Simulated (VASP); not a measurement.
## Ge: band structure with TB-mBJ

**Experimental background.**

“Electronic and optical properties of SixGe1-x-ySny alloys lattice-matched to Ge”, 2021, arxiv:2109.02782 reports, for a bulk crystal of Ge at 293 K: band gap 0.666 eV (indirect).

Crystal: Ge.

```
Ge
1.0
     0.00000    2.83700    2.83700
     2.83700    0.00000    2.83700
     2.83700    2.83700    0.00000
Ge
2
Direct
  0.00000 0.00000 0.00000
  0.25000 0.25000 0.25000
```

* Program: VASP 6.6.1
* Task: band structure
* Functional: TB-mBJ
* Potentials or basis: VASP PAW PBE potentials, release 64 (Ge_d)
* Cutoff: 520 eV
* k mesh: 10 × 10 × 10
* Occupations: gaussian, width 0.03 eV
* Spin: no spin polarisation
* Further INCAR settings: ALGO = Normal; EDIFF = 1e-06; NBANDS = 21

The band gap on the k mesh is 0.68 eV, direct. The band gap along the path is 0.68 eV, direct.

Levels at the corners of the path, in eV from the valence-band top:
```
point  band 11  band 12  band 13  band 14  band 15  band 16  band 17  band 18
    Γ   -12.55     0.00     0.00     0.00     0.68     2.81     2.81     2.82
    X    -8.67    -8.67    -2.96    -2.96     1.23     1.23     9.95     9.96
    X    -8.67    -8.67    -2.96    -2.96     1.23     1.23     9.95     9.96
    W    -8.58    -8.58    -3.70    -3.70     4.69     4.69     5.06     5.06
    W    -8.58    -8.58    -3.70    -3.70     4.69     4.69     5.06     5.06
    K    -9.15    -8.08    -4.11    -2.53     1.62     4.45     7.66     7.67
    K    -9.15    -8.08    -4.11    -2.53     1.62     4.45     7.66     7.67
    Γ   -12.55     0.00     0.00     0.00     0.68     2.81     2.81     2.82
    Γ   -12.55     0.00     0.00     0.00     0.68     2.81     2.81     2.82
    L   -10.48    -7.34    -1.36    -1.36     0.69     4.02     4.02     7.75
    L   -10.48    -7.34    -1.36    -1.36     0.69     4.02     4.02     7.75
    U    -9.15    -8.08    -4.11    -2.53     1.62     4.45     7.66     7.67
    U    -9.15    -8.08    -4.11    -2.53     1.62     4.45     7.66     7.67
    W    -8.58    -8.58    -3.70    -3.70     4.69     4.69     5.06     5.06
    W    -8.58    -8.58    -3.70    -3.70     4.69     4.69     5.06     5.06
    L   -10.48    -7.34    -1.36    -1.36     0.69     4.02     4.02     7.75
    L   -10.48    -7.34    -1.36    -1.36     0.69     4.02     4.02     7.75
    K    -9.15    -8.08    -4.11    -2.53     1.62     4.45     7.66     7.67
    U    -9.15    -8.08    -4.11    -2.53     1.62     4.45     7.66     7.67
    X    -8.67    -8.67    -2.96    -2.96     1.23     1.23     9.95     9.96
```

Wall time 54 s on 4 MPI ranks on AMD EPYC 9R14 (Zen 4) (shared host), peak memory 0.18 GiB a rank.

Measured gap of Ge: 0.666 eV (indirect; 293 K; “Electronic and optical properties of SixGe1-x-ySny alloys lattice-matched to Ge”, 2021, arxiv:2109.02782). This calculation gives 0.68 eV (+0.01 eV). 3 values of this kind are on record (0.666 to 0.807 eV); this one was drawn at random among those near their median. Spin-orbit coupling on Ge is left out. The value is that of TB-mBJ, without temperature or zero-point motion.
